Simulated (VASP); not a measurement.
# TaWC₂: response to an epitaxial strain

TaWC₂, R-3m (no. 166), 12 atoms in the cell. LDA, relaxations at fixed in-plane lattice; PAW potentials W_sv, Ta_pv, C (LDA set).

## Input

INCAR.step1:
```
PREC     = Accurate       # precision mode
ENCUT    = 550            # plane-wave cutoff, eV
EDIFF    = 1E-7           # SCF threshold, eV
ISMEAR   = 1              # smearing method
SIGMA    = 0.1            # smearing width, eV
LREAL    = F              # projectors in reciprocal space
LASPH    = T              # aspherical terms in the spheres
NELM     = 100            # most SCF steps
ALGO     = Normal         # electronic algorithm
LWAVE    = F              # write WAVECAR
LCHARG   = F              # write CHGCAR
GGA      = CA             # functional
IBRION   = 2              # ionic algorithm
NSW      = 40             # ionic steps
ISIF     = 3              # what is computed and relaxed
EDIFFG   = -0.01          # ionic threshold
POTIM    = 0.5            # step
KPAR     = 8             
```

INCAR.step2, as INCAR.step1 but for:
```
+ LATTICE_CONSTRAINTS = .FALSE. .FALSE. .TRUE.
```

KPOINTS:
```
k-points
0
Gamma
  10 10 2
```

POSCAR.step1:
```
TaWC2
1.0
    3.1437102900      0.0000000000      0.0000000000
   -1.5718551500      2.7225329800      0.0000000000
    0.0000000000      0.0000000000     15.3048590200
W Ta C
3 3 6
Direct
    0.0000000000      0.0000000000      0.0000000000
    0.6666666700      0.3333333300      0.3333333300
    0.3333333300      0.6666666700      0.6666666700
    0.6666666700      0.3333333300      0.8333333300
    0.3333333300      0.6666666700      0.1666666700
    0.0000000000      0.0000000000      0.5000000000
    0.3333333300      0.6666666700      0.9175996700
    0.0000000000      0.0000000000      0.7490670000
    0.0000000000      0.0000000000      0.2509330000
    0.6666666700      0.3333333300      0.0824003300
    0.6666666700      0.3333333300      0.5842663300
    0.3333333300      0.6666666700      0.4157336700
```

POSCAR.step2:
```
TaWC2
1.0
    3.1010243673      0.0000000001      0.0000000000
   -1.5505121885      2.6855658862      0.0000000000
    0.0000000000      0.0000000000     15.0658826006
W Ta C
3 3 6
Direct
    0.0000000000      0.0000000000      0.0000000000
    0.6666666700      0.3333333300      0.3333333300
    0.3333333300      0.6666666700      0.6666666700
    0.6666666700      0.3333333300      0.8333333300
    0.3333333300      0.6666666700      0.1666666700
    0.0000000000      0.0000000000      0.5000000000
    0.3333333300      0.6666666700      0.9180090746
    0.0000000000      0.0000000000      0.7486575954
    0.0000000000      0.0000000000      0.2513424046
    0.6666666700      0.3333333300      0.0819909254
    0.6666666700      0.3333333300      0.5846757346
    0.3333333300      0.6666666700      0.4153242654
```

POSCAR.step3:
```
TaWC2
1.0
    3.0390038799      0.0000000001      0.0000000000
   -1.5195019447      2.6318545685      0.0000000000
    0.0000000000      0.0000000000     15.0658826006
W Ta C
3 3 6
Direct
    0.0000000000      0.0000000000      0.0000000000
    0.6666666700      0.3333333300      0.3333333300
    0.3333333300      0.6666666700      0.6666666700
    0.6666666700      0.3333333300      0.8333333300
    0.3333333300      0.6666666700      0.1666666700
    0.0000000000      0.0000000000      0.5000000000
    0.3333333300      0.6666666700      0.9180090746
    0.0000000000      0.0000000000      0.7486575954
    0.0000000000      0.0000000000      0.2513424046
    0.6666666700      0.3333333300      0.0819909254
    0.6666666700      0.3333333300      0.5846757346
    0.3333333300      0.6666666700      0.4153242654
```

POSCAR.step4:
```
TaWC2
1.0
    3.0700141236      0.0000000001      0.0000000000
   -1.5350070666      2.6587102274      0.0000000000
    0.0000000000      0.0000000000     15.0658826006
W Ta C
3 3 6
Direct
    0.0000000000      0.0000000000      0.0000000000
    0.6666666700      0.3333333300      0.3333333300
    0.3333333300      0.6666666700      0.6666666700
    0.6666666700      0.3333333300      0.8333333300
    0.3333333300      0.6666666700      0.1666666700
    0.0000000000      0.0000000000      0.5000000000
    0.3333333300      0.6666666700      0.9180090746
    0.0000000000      0.0000000000      0.7486575954
    0.0000000000      0.0000000000      0.2513424046
    0.6666666700      0.3333333300      0.0819909254
    0.6666666700      0.3333333300      0.5846757346
    0.3333333300      0.6666666700      0.4153242654
```

POSCAR.step5:
```
TaWC2
1.0
    3.1320346110      0.0000000001      0.0000000000
   -1.5660173104      2.7124215451      0.0000000000
    0.0000000000      0.0000000000     15.0658826006
W Ta C
3 3 6
Direct
    0.0000000000      0.0000000000      0.0000000000
    0.6666666700      0.3333333300      0.3333333300
    0.3333333300      0.6666666700      0.6666666700
    0.6666666700      0.3333333300      0.8333333300
    0.3333333300      0.6666666700      0.1666666700
    0.0000000000      0.0000000000      0.5000000000
    0.3333333300      0.6666666700      0.9180090746
    0.0000000000      0.0000000000      0.7486575954
    0.0000000000      0.0000000000      0.2513424046
    0.6666666700      0.3333333300      0.0819909254
    0.6666666700      0.3333333300      0.5846757346
    0.3333333300      0.6666666700      0.4153242654
```

POSCAR.step6:
```
TaWC2
1.0
    3.1630448546      0.0000000001      0.0000000000
   -1.5815224323      2.7392772039      0.0000000000
    0.0000000000      0.0000000000     15.0658826006
W Ta C
3 3 6
Direct
    0.0000000000      0.0000000000      0.0000000000
    0.6666666700      0.3333333300      0.3333333300
    0.3333333300      0.6666666700      0.6666666700
    0.6666666700      0.3333333300      0.8333333300
    0.3333333300      0.6666666700      0.1666666700
    0.0000000000      0.0000000000      0.5000000000
    0.3333333300      0.6666666700      0.9180090746
    0.0000000000      0.0000000000      0.7486575954
    0.0000000000      0.0000000000      0.2513424046
    0.6666666700      0.3333333300      0.0819909254
    0.6666666700      0.3333333300      0.5846757346
    0.3333333300      0.6666666700      0.4153242654
```

Commands (each step's output is kept before the next begins):
```
cat potpaw_LDA.64/W_sv/POTCAR potpaw_LDA.64/Ta_pv/POTCAR potpaw_LDA.64/C/POTCAR > POTCAR
cp INCAR.step1 INCAR
cp POSCAR.step1 POSCAR
mpirun -np 8 vasp_std > vasp.out
# POSCAR: the relaxed cell with a and b scaled by 1
cp INCAR.step2 INCAR
cp POSCAR.step2 POSCAR
mpirun -np 8 vasp_std > vasp.out
# POSCAR: the relaxed cell with a and b scaled by 0.98
cp POSCAR.step3 POSCAR
mpirun -np 8 vasp_std > vasp.out
# POSCAR: the relaxed cell with a and b scaled by 0.99
cp POSCAR.step4 POSCAR
mpirun -np 8 vasp_std > vasp.out
# POSCAR: the relaxed cell with a and b scaled by 1.01
cp POSCAR.step5 POSCAR
mpirun -np 8 vasp_std > vasp.out
# POSCAR: the relaxed cell with a and b scaled by 1.02
cp POSCAR.step6 POSCAR
mpirun -np 8 vasp_std > vasp.out
```

## Result

- d ln c / d ln a, c relaxed at each in-plane lattice: -0.92
- Biaxial modulus (GPa): 615

Cells held at set in-plane strains, c relaxed:

| In-plane strain (%) | c (Å) | In-plane stress (GPa, compression positive) | Energy (meV/atom) |
|---|---|---|---|
| -2.0 | 15.3728 | 12.22 | 16.2 |
| -1.0 | 15.2147 | 6.09 | 4.5 |
| 0.0 | 15.0659 | 0.02 | 0.0 |
| 1.0 | 14.9425 | -6.47 | 4.3 |
| 2.0 | 14.8147 | -12.24 | 16.4 |

Limits: a metal's c can move with the k mesh, which wasn't varied here.

VASP 6.6.1 took 593 s on 8 cores (AMD EPYC 9R14 (Zen 4)), a shared host.
